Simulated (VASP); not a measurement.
These are r2SCAN meta-GGA, VASP's PBE PAW potentials (set 64) (plane waves; VASP) values and carry that method's errors.

A VASP calculation is set up with these files.

**POSCAR**
```
Zr
1
    5.0377217803    -0.0000000052     0.0000000000
   -2.5188603988     4.3627951395     0.0000000000
    0.0000000000    -0.0000000000     3.1509077353
Zr
3
Direct
  0.0000000000   0.0000000000   1.0000000000
  0.3333330000   0.6666670000   0.5000000000
  0.6666670000   0.3333330000   0.5000000000
```

**INCAR**
```
# general
SYSTEM  = Zr
PREC    = Accurate
ENCUT   = 400
LREAL   = .FALSE.   # projection in real space or not
LASPH   = .TRUE.

# electronic loop
EDIFF   = 1E-6
NELM    = 100   # most electronic steps
ALGO    = Normal
LMAXMIX = 4   # l cut-off of mixed one-centre charges
LMIXTAU = .TRUE.

# smearing
ISMEAR  = 1
SIGMA   = 0.1

# functional
METAGGA = R2SCAN

# ions
IBRION  = 2   # conjugate gradients
NSW     = 60   # most ionic steps
ISIF    = 3   # ions, shape and volume
EDIFFG  = -0.02   # ionic stop

# output
LWAVE   = .FALSE.
LCHARG  = .FALSE.
```

**KPOINTS**
```
Automatic mesh
0
Gamma
7 7 9
0 0 0
```

POTCAR, in this order: Zr_sv (PBE.64 set). Program: vasp_std.

**Question.** What does the run give for the energy per atom (σ→0), band gap (on the k-mesh)?

**Answer.** 
```json
{
 "energy per atom (σ→0)": "-22.762 eV/atom",
 "band gap (on the k-mesh)": "none (metal, semimetal or under 0.01 eV)"
}
```

File OSZICAR:
```
...
DAV:  15    -0.682850624429E+02   -0.46930E-03   -0.68740E-04  2150   0.244E-01    0.150E-02
DAV:  16    -0.682852562739E+02   -0.19383E-03   -0.11817E-04  2158   0.998E-02    0.662E-03
DAV:  17    -0.682852384675E+02    0.17806E-04   -0.23170E-05  2388   0.337E-02    0.437E-03
DAV:  18    -0.682852369900E+02    0.14775E-05   -0.75221E-06  2028   0.238E-02    0.325E-03
DAV:  19    -0.682852431965E+02   -0.62064E-05   -0.16876E-06  1234   0.106E-02    0.244E-03
DAV:  20    -0.682852446981E+02   -0.15016E-05   -0.21475E-06  1520   0.106E-02    0.951E-04
DAV:  21    -0.682852451466E+02   -0.44847E-06   -0.13784E-07  1042   0.315E-03
   1 F= -.68285245E+02 E0= -.68285145E+02  d E =-.682852E+02
```

The structure was generated: Zr was put into the omega type (P6/mmm), which need not be its known phase. It was relaxed first. The start is the result of an earlier pass.
